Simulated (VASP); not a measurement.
An input for Quantum ESPRESSO's pw.x (written as the equivalent of a VASP run, and not itself run):

```
&CONTROL
  calculation = 'scf'
  pseudo_dir = './pseudo'
  outdir = './out'
  tprnfor = .true.
  tstress = .true.
/
&SYSTEM
  ibrav = 0
  nat = 3
  ntyp = 2
  ecutwfc = 86
  occupations = 'smearing'
  smearing = 'gaussian'
  degauss = 0.003675
  input_dft = 'pbesol'
/
&ELECTRONS
  conv_thr = 7.3e-09
  electron_maxstep = 100
/
ATOMIC_SPECIES
  Li 6.940 Li.upf
  Se 78.971 Se.upf
CELL_PARAMETERS angstrom
    -0.0000000    2.9789826    2.9789826
     2.9789826   -0.0000000    2.9789826
     2.9789826    2.9789826   -0.0000000
ATOMIC_POSITIONS crystal
  Li   0.2500000  0.2500000  0.2500000
  Li   0.7500000  0.7500000  0.7500000
  Se   1.0000000  0.0000000  1.0000000
K_POINTS automatic
  6 6 6 0 0 0
```

Q: Translate this input to VASP (INCAR, KPOINTS, POSCAR, choice of POTCAR).

A: Several could match; the one computed here: 
INCAR:
```
# general
SYSTEM  = Li2Se
PREC    = Accurate
ENCUT   = 600
LREAL   = .FALSE.
LASPH   = .TRUE.

# electronic loop
EDIFF   = 1E-7
NELM    = 100
ALGO    = Normal
LMAXMIX = 4

# smearing
ISMEAR  = 0
SIGMA   = 0.05

# functional
GGA     = PS

# ions
ISIF    = 2

# output
LWAVE   = .FALSE.
LCHARG  = .FALSE.
```

### POSCAR
```
Li2Se
1
   -0.0000000000     2.9789826007     2.9789826007
    2.9789826007    -0.0000000000     2.9789826007
    2.9789826007     2.9789826007    -0.0000000000
Li Se
2 1
Direct
  0.2500000000   0.2500000000   0.2500000000
  0.7500000000   0.7500000000   0.7500000000
  1.0000000000   0.0000000000   1.0000000000
```

KPOINTS:
```
Automatic mesh
0
Gamma
6 6 6
0 0 0
```

POTCAR, in this order: Li_sv Se (PBE.64 set). Program: vasp_std.

The two are equivalent in intent, not identical: the potentials are each code's own (VASP's PAW set, PseudoDojo norm-conserving files in pw.x), so ENCUT and ecutwfc are chosen apart and not converted; conv_thr bounds pw.x's estimated SCF error, while EDIFF bounds the energy change between steps.

The compound is Li2Se in the antifluorite structure. It was relaxed first.
